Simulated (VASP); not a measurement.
# TiNCl with r2SCAN: from relaxation to properties, part 2 of 7

Aim: relax TiNCl with r2SCAN, compute its properties on that cell and hold them against experiment. Left out of this account: 1 further run (core levels: core levels are not valid at this level). The start is a cell from a database of measured crystal structures.

VASP 6.6.1; r2SCAN; plane waves and PAW (Ti_sv, N, Cl).

Still holding for the runs below: The bonds form layers, held to each other by dispersion, which r2SCAN holds only at short range, so the spacing between them may come out too wide.

So far, gap on the k-mesh (eV): step 2 (relaxing cell and atoms (r2SCAN)) 0.913.

## 3. Second relaxation

A relaxation keeps the plane waves of the cell it began with, so it is repeated from the new cell, on a basis made for it.

INCAR reads:

```
SYSTEM = TiNCl
PREC = Accurate
ENCUT = 520
EDIFF = 1E-06
NELM = 100
ISMEAR = 0
SIGMA = 0.05
LREAL = .FALSE.
ALGO = Normal
METAGGA = R2SCAN
LASPH = .TRUE.
NBANDS = 30
LORBIT = 11
LWAVE = .FALSE.
LCHARG = .FALSE.
KPAR = 4
IBRION = 2
NSW = 60
ISIF = 3
EDIFFG = -0.01
```

POSCAR reads:

```
TiNCl
1.0
    3.2634051484      0.0000000000      0.0000000000
    0.0000000000      3.9377766089      0.0000000000
    0.0000000000      0.0000000000      8.0033092611
Ti N Cl
2 2 2
Direct
    0.0000000000      0.5000000000      0.0967634862
    0.5000000000      0.0000000000      0.9032365138
    0.5000000000      0.5000000000      0.9531188401
    0.0000000000      0.0000000000      0.0468811599
    0.5000000000      0.5000000000      0.3253827326
    0.0000000000      0.0000000000      0.6746172674
```

KPOINTS reads:

```
Automatic mesh
0
Gamma
7 6 3
0 0 0
```

Potentials, in the order of the species: Ti_sv, N and Cl (PBE family, release 64).

Started as:

```console
$ mpirun -np 4 vasp_std
```

The program printed:

```text
[banner, memory and clock lines left out]
running    4 mpi-ranks, on    1 nodes
 distrk:  each k-point on    1 cores,    4 groups
 distr:  one band on    1 cores,    1 groups

 POSCAR found type information on POSCAR TiN Cl
 POSCAR found :  3 types and       6 ions
 [... a notice as in an earlier step ...]

 LDA part: xc-table for (None), standard interpolation
 POSCAR, INCAR and KPOINTS ok, starting setup
 FFT: planning ... GRIDC
 FFT: planning ... GRID_SOFT
 FFT: planning ... GRID
 WAVECAR not read
 entering main loop
       N       E                     dE             d eps       ncg     rms          rms(c)
DAV:   1     0.596029099357E+03    0.59603E+03   -0.23834E+04  1920   0.172E+03
DAV:   2     0.141663197665E+02   -0.58186E+03   -0.55836E+03  2018   0.515E+02
DAV:   3    -0.863295562256E+02   -0.10050E+03   -0.97495E+02  3278   0.182E+02
DAV:   4    -0.939575731103E+02   -0.76280E+01   -0.76091E+01  2890   0.476E+01
DAV:   5    -0.944204003216E+02   -0.46283E+00   -0.46274E+00  2682   0.104E+01    0.291E+01
DAV:   6    -0.669927698124E+02    0.27428E+02   -0.82281E+01  2556   0.850E+01    0.988E+00
DAV:   7    -0.672948086174E+02   -0.30204E+00   -0.91895E+00  2514   0.237E+01    0.650E+00
DAV:   8    -0.673599564883E+02   -0.65148E-01   -0.28242E+00  2820   0.135E+01    0.346E+00
DAV:   9    -0.672496380940E+02    0.11032E+00   -0.55655E-01  2506   0.612E+00    0.110E+00
DAV:  10    -0.672457723842E+02    0.38657E-02   -0.55517E-02  2806   0.217E+00    0.337E-01
DAV:  11    -0.672467696087E+02   -0.99722E-03   -0.33617E-03  2384   0.430E-01    0.123E-01
DAV:  12    -0.672467713732E+02   -0.17645E-05   -0.83302E-04  2916   0.195E-01    0.552E-02
DAV:  13    -0.672468669781E+02   -0.95605E-04   -0.62811E-04  2672   0.169E-01    0.393E-02
DAV:  14    -0.672468406867E+02    0.26291E-04   -0.11533E-04  2454   0.764E-02    0.122E-02
DAV:  15    -0.672468414002E+02   -0.71351E-06   -0.17422E-05  2556   0.300E-02    0.625E-03
DAV:  16    -0.672468408432E+02    0.55700E-06   -0.31570E-06  1714   0.161E-02
   1 F= -.67246841E+02 E0= -.67246841E+02  d E =-.672468E+02
 curvature:   0.00 expect dE= 0.000E+00 dE for cont linesearch  0.000E+00
 trial: gam= 0.00000 g(F)=  0.545E-05 g(S)=  0.113E-03 ort = 0.000E+00 (trialstep = 0.100E+01)
 search vector abs. value=  0.118E-03
 bond charge predicted
       N       E                     dE             d eps       ncg     rms          rms(c)
DAV:   1    -0.672474113895E+02   -0.56999E-03   -0.20845E-02  2264   0.161E+00    0.207E-01
DAV:   2    -0.672470051406E+02    0.40625E-03   -0.28951E-03  2182   0.556E-01    0.890E-02
DAV:   3    -0.672468795476E+02    0.12559E-03   -0.57155E-04  2532   0.148E-01    0.403E-02
DAV:   4    -0.672468644688E+02    0.15079E-04   -0.23691E-04  2794   0.113E-01    0.244E-02
DAV:   5    -0.672468642546E+02    0.21421E-06   -0.16206E-05  2502   0.343E-02    0.116E-02
DAV:   6    -0.672468648534E+02   -0.59886E-06   -0.14007E-05  3302   0.189E-02    0.528E-03
DAV:   7    -0.672468642915E+02    0.56194E-06   -0.15988E-06  1430   0.762E-03
   2 F= -.67246864E+02 E0= -.67246864E+02  d E =-.234483E-04
[... from here on, the cycles between the ionic steps are left out ...]
   3 F= -.67246875E+02 E0= -.67246875E+02  d E =-.336810E-04
   4 F= -.67246908E+02 E0= -.67246908E+02  d E =-.336150E-04
   5 F= -.67246921E+02 E0= -.67246921E+02  d E =-.466237E-04
   6 F= -.67246936E+02 E0= -.67246936E+02  d E =-.143816E-04
   7 F= -.67246952E+02 E0= -.67246952E+02  d E =-.306393E-04
   8 F= -.67246948E+02 E0= -.67246948E+02  d E =-.266454E-04
   9 F= -.67246979E+02 E0= -.67246979E+02  d E =-.310567E-04
  10 F= -.67247017E+02 E0= -.67247017E+02  d E =-.690631E-04
 curvature:  -3.98 expect dE=-0.170E-03 dE for cont linesearch -0.122E-05
 trial: gam= 0.51056 g(F)=  0.242E-04 g(S)=  0.184E-04 ort = 0.831E-05 (trialstep = 0.916E+00)
 search vector abs. value=  0.110E-03
 bond charge predicted
       N       E                     dE             d eps       ncg     rms          rms(c)
DAV:   1    -0.672470397416E+02   -0.22392E-04   -0.10542E-02  2120   0.919E-01    0.714E-02
DAV:   2    -0.672470592156E+02   -0.19474E-04   -0.85635E-04  2156   0.244E-01    0.356E-02
DAV:   3    -0.672470462195E+02    0.12996E-04   -0.54258E-05  2616   0.572E-02    0.197E-02
DAV:   4    -0.672470417610E+02    0.44584E-05   -0.29818E-05  2914   0.417E-02    0.112E-02
DAV:   5    -0.672470411800E+02    0.58109E-06   -0.49615E-06  2088   0.168E-02
  11 F= -.67247041E+02 E0= -.67247041E+02  d E =-.243235E-04
 trial-energy change:   -0.000024  1 .order   -0.000037   -0.000043   -0.000031
 step:   3.2900(harm=  3.2900)  dis= 0.00482  next Energy=   -67.247094 (dE=-0.771E-04)
 reached required accuracy - stopping structural energy minimisation
```

It took 12 min on 4 MPI ranks of AMD EPYC 7R43, shared host; peak memory 0.92 GiB; 47 min of CPU time.

Parts of OUTCAR (step 3):

```text
  LATTYP: Found a simple orthorhombic cell.
 ALAT       =     3.2634051484
 B/A-ratio  =     1.2066465639
 C/A-ratio  =     2.4524412070

 Found     32 irreducible k-points:

   ENCUT  =  520.0 eV  38.22 Ry    6.18 a.u.   6.07  7.32 14.88*2*pi/ulx,y,z

   NELECT =      48.0000    total number of electrons

 E-fermi :   3.5338

 k-point     1 :       0.0000    0.0000    0.0000
  band No.  band energies     occupation
    ...
     20       0.8978      2.00000
     21       1.2876      2.00000
     22       1.3774      2.00000
     23       2.3258      2.00000
     24       3.2666      2.00000
     25       4.1846      0.00000
     26       5.2740      0.00000
     27       5.7475      0.00000
     28       5.9230      0.00000
     29       5.9352      0.00000
    ...

 k-point     2 :       0.1429    0.0000    0.0000
  band No.  band energies     occupation
    ...
     20       0.7900      2.00000
     21       0.9268      2.00000
     22       1.5783      2.00000
     23       1.7217      2.00000
     24       2.5059      2.00000
     25       4.8126      0.00000
     26       5.4984      0.00000
     27       5.7258      0.00000
     28       5.9221      0.00000
     29       6.0225      0.00000
    ...

  Total       -0.0285764      0.0352842      0.0196017      0.0000000      0.0000000      0.0000000
  in kB       -0.4432908      0.5473450      0.3040704      0.0000000      0.0000000      0.0000000
  external PRESSURE =       0.1360415 kB  Pullay stress =       0.0000000 kB

  energy-cutoff  :      520.00
  volume of cell :      103.28
      direct lattice vectors                 reciprocal lattice vectors
     3.265012847  0.000000000  0.000000000     0.306277509  0.000000000  0.000000000
     0.000000000  3.934976489  0.000000000     0.000000000  0.254131125  0.000000000
     0.000000000  0.000000000  8.039017531     0.000000000  0.000000000  0.124393310

 POSITION                                       TOTAL-FORCE (eV/Angst)
 -----------------------------------------------------------------------------------
      0.00000      1.96749      0.77677         0.000000      0.000000     -0.006386
      1.63251      0.00000      7.26225         0.000000      0.000000      0.006386
      1.63251      1.96749      7.66714         0.000000      0.000000     -0.009464
      0.00000      0.00000      0.37188         0.000000      0.000000      0.009464
      1.63251      1.96749      2.60751         0.000000      0.000000     -0.004819
      0.00000      0.00000      5.43150         0.000000      0.000000      0.004819
 -----------------------------------------------------------------------------------
    total drift:                                0.000000      0.000000     -0.000000

  FREE ENERGIE OF THE ION-ELECTRON SYSTEM (eV)
  ---------------------------------------------------
  free  energy   TOTEN  =       -67.2470411800 eV

  energy  without entropy=      -67.2470411800  energy(sigma->0) =      -67.24704118

 total charge
# of ion       s       p       d       tot
------------------------------------------
    1        2.205   6.250   1.788  10.243
    2        2.205   6.250   1.788  10.243
    3        1.283   2.517   0.000   3.800
    4        1.283   2.517   0.000   3.800
    5        1.612   3.564   0.000   5.176
    6        1.612   3.564   0.000   5.176
--------------------------------------------------
tot         10.200  24.662   3.576  38.438

[... 6 parts as in an earlier step ...]

[... 6 further parts left out ...]
```

CONTCAR:

```
TiNCl
   1.00000000000000
     3.2650128465071049    0.0000000000000000    0.0000000000000000
     0.0000000000000000    3.9349764887449612    0.0000000000000000
     0.0000000000000000    0.0000000000000000    8.0390175309901561
  Ti              N               Cl
     2     2     2
Direct
     0.0000000000000000    0.5000000000000000    0.0966246197325735
     0.5000000000000000    0.0000000000000000    0.9033753802674264
     0.5000000000000000    0.5000000000000000    0.9537411179939490
     0.0000000000000000    0.0000000000000000    0.0462588820060509
     0.5000000000000000    0.5000000000000000    0.3243572330988837
     0.0000000000000000    0.0000000000000000    0.6756427669011161
```

Step by step:

| step | energy less that of the first step (eV) | largest force (eV/Å) | pressure (GPa) | volume (Å³) |
| --- | --- | --- | --- | --- |
| 1 | 0.0000 | 0.0048 | 0.09 | 102.85 |
| 2 | 0.0000 | 0.0168 | -0.08 | 102.99 |
| 3 | 0.0000 | 0.0109 | -0.03 | 102.93 |
| 4 | -0.0001 | 0.0113 | 0.01 | 102.94 |
| 5 | -0.0001 | 0.0151 | 0.05 | 102.94 |
| 6 | -0.0001 | 0.0139 | 0.04 | 102.97 |
| 7 | -0.0001 | 0.0152 | 0.00 | 103.06 |
| 8 | -0.0001 | 0.0188 | -0.01 | 103.09 |
| 9 | -0.0001 | 0.0144 | 0.00 | 103.13 |
| 10 | -0.0002 | 0.0120 | 0.01 | 103.24 |
| 11 | -0.0002 | 0.0095 | 0.01 | 103.28 |

| conventional cell, symmetrised | before | after | change |
| --- | --- | --- | --- |
| a (Å) | 3.263 | 3.265 | +0.0 % |
| b (Å) | 3.938 | 3.935 | -0.1 % |
| c (Å) | 8.003 | 8.039 | +0.4 % |
| volume (Å³/atom) | 17.14 | 17.21 | +0.4 % |

The relaxed structure:

```xyz
6
Lattice="3.2650 0.0000 0.0000 0.0000 3.9350 0.0000 0.0000 0.0000 8.0390" Properties=species:S:1:pos:R:3 pbc="T T T"
Ti    0.0000    1.9675    0.7768
Ti    1.6325    0.0000    7.2623
N     1.6325    1.9675    7.6671
N     0.0000    0.0000    0.3719
Cl    1.6325    1.9675    2.6075
Cl    0.0000    0.0000    5.4315
```

Numbers from this step:

```
free energy (TOTEN)             : -67.2470 eV
Fermi energy                    : 3.534 eV
pressure                        : 0.01360 GPa
SCF cycles over all ionic steps : 72
gap on the k-mesh               : 0.9180 eV
least direct gap on the k-mesh  : 0.9180 eV
```

It ends with a largest force of 0.009 eV/Å and a pressure of 0.01 GPa.

(Part 2 of 7 ends here.)

[Lines on the potential files, build, host, timing and source positions are cut from VASP's logs without a mark.]

[Logs are printed without paths, hosts, clocks, repeated set-up lines and the standing remarks that a program may print on its own settings, such as how far it seeks lower states.]

[Hosts, paths, dates, database ids (printed as entryN), source tags and the programs' standing remarks are cut or masked in the printed files.]

[A measured line is paired with the nearest computed mode of its activity, which favours agreement.]
